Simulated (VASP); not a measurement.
Runs of VASP 6.6.1 on Au. The structure is cubic, space group Fm-3m (No. 225). Conventional cell: a = 4.079 Å, b = 4.079 Å, c = 4.079 Å, α = 90.00°, β = 90.00°, γ = 90.00°. Around Au (site symmetry m-3m) lie 12 Au at 2.88 Å. 

```tsv
level	potentials or basis	k mesh	gap on the mesh (eV)	pressure (GPa)
PBEsol	VASP PAW PBE potentials, release 64 (Au)	20 × 20 × 20	none	0.3
PBE	VASP PAW PBE potentials, release 64 (Au)	28 × 28 × 28	none	9.2
LDA	VASP PAW LDA potentials, release 64 (Au)	20 × 20 × 20	none	(a)
PBE	VASP PAW PBE potentials, release 64 (Au)	12 × 12 × 12	none	9.2
PBE	VASP PAW PBE potentials, release 64 (Au)	20 × 20 × 20	none	9.3
```

Alike in all rows: task optical spectrum; no spin polarisation; cell as given; cutoff (eV) 520; smearing fermi-dirac 0.05 eV.

Problem. Estimate the missing entries.

Solution. (a) -3.7.

Caveats: independent-particle spectra lack excitons; the intraband (Drude) part of a metal's response may be missing; the PAW data sets were made with another functional, which shifts forces and pressure a little (some runs); spectra need much finer meshes, so this one isn't converged (some runs).

A k mesh can miss the band edges, and the runs leave out spin-orbit coupling on Au.

A gap of «none» marks a metal or a gap under the smearing width.
